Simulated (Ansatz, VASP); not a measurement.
**One calculation of KZnI3, two programs**

```
K Zn I
1.0
     5.80860    0.00000    0.00000
     0.00000    5.80860    0.00000
     0.00000    0.00000    5.80860
K Zn I
1 1 3
Cartesian
  0.0000 0.0000 0.0000
  2.9043 2.9043 2.9043
  2.9043 2.9043 0.0000
  2.9043 0.0000 2.9043
  0.0000 2.9043 2.9043
```

Alike in both runs: task single point; functional PBE; k mesh 4 × 4 × 4; occupations fermi-dirac, width 0.02 eV; no spin polarisation.

|  | VASP | Ansatz |
| --- | --- | --- |
| version | VASP 6.6.1 | Ansatz 0.2.0 |
| potentials or method | VASP PAW PBE potentials, release 64 (K_sv, Zn, I) | plane waves, PAW |
| plane-wave cutoff (eV) | 520 | 420 |
| valence electrons in the cell | 42 | 72 |

|  | VASP | Ansatz | Ansatz less VASP |
| --- | --- | --- | --- |
| pressure (GPa) | -0.5 | -0.6 | -0.02 |

The two sets of potentials don't hold the same shells in valence.

The runs have no spin-orbit coupling, so splittings on I are missing.
